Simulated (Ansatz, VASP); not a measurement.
## One calculation of In2Au, two programs

File INCAR:

```
ALGO = Normal
EDIFF = 1E-8
ENCUT = 520
GGA = CA
ISIF = 2
ISMEAR = -1
LASPH = T
LCHARG = F
LEFG = T
LREAL = F
LWAVE = F
NBANDS = 26
NELM = 100
PREC = Accurate
SIGMA = 0.05
```

File KPOINTS:

```
k-points
0
Gamma
  10 10 10
```

The input POSCAR:

```
In2Au
1.0
    0.0000000000      3.3147612857      3.3147612857
    3.3147612857      0.0000000000      3.3147612857
    3.3147612857      3.3147612857      0.0000000000
In Au
2 1
Direct
    0.2500000000      0.2500000000      0.2500000000
    0.7500000000      0.7500000000      0.7500000000
    0.0000000000      0.0000000000      0.0000000000
```

Input for Ansatz:

```yaml
crystal:
  lattice:
    - [0.0, 3.3147612857, 3.3147612857]
    - [3.3147612857, 0.0, 3.3147612857]
    - [3.3147612857, 3.3147612857, 0.0]
  atoms:
    - { symbol: In, position: [0.25, 0.25, 0.25] }
    - { symbol: In, position: [0.75, 0.75, 0.75] }
    - { symbol: Au, position: [0.0, 0.0, 0.0] }
kpoints:
  mp_grid: { grid: [10, 10, 10] }
scf:
  occupations: { method: fermi_dirac, width: 0.05 }
hamiltonian:
  xc: lda
  pseudopotentials: { kind: paw }
output:
  forces: true
  stress: true
  eigenvalues: true
  efg: { contact_densities: true }
  write_density: true
  write_potential: true
  elf: true
  volumetric_format: npy
```

Change from the starting cell: volume scaled by 1.06, PAW files.

Alike in both runs: task electric field gradients; functional LDA; k mesh 10 × 10 × 10; occupations fermi-dirac, width 0.05 eV; no spin polarisation.

|  | VASP | Ansatz |
| --- | --- | --- |
| version | VASP 6.6.1 | Ansatz 0.2.0 |
| potentials or method | VASP PAW LDA potentials, release 64 (In_d, Au) | PAW with Ansatz's default frozen-core files, scalar-relativistic |
| plane-wave cutoff (eV) | 520 | 420 |
| valence electrons in the cell | 37 | 45 |

```tsv
	VASP	Ansatz	Ansatz less VASP
pressure (GPa)	-4.7	-4.7	-0.09
Vzz of the field gradient on the site that differs most (V/Å²)	0.0	0.0	0.00
```

The two sets of potentials don't hold the same shells in valence. Ansatz warned: «gradients_without_spin_orbit».

Spin-orbit coupling is left out, which matters for the levels of Au.
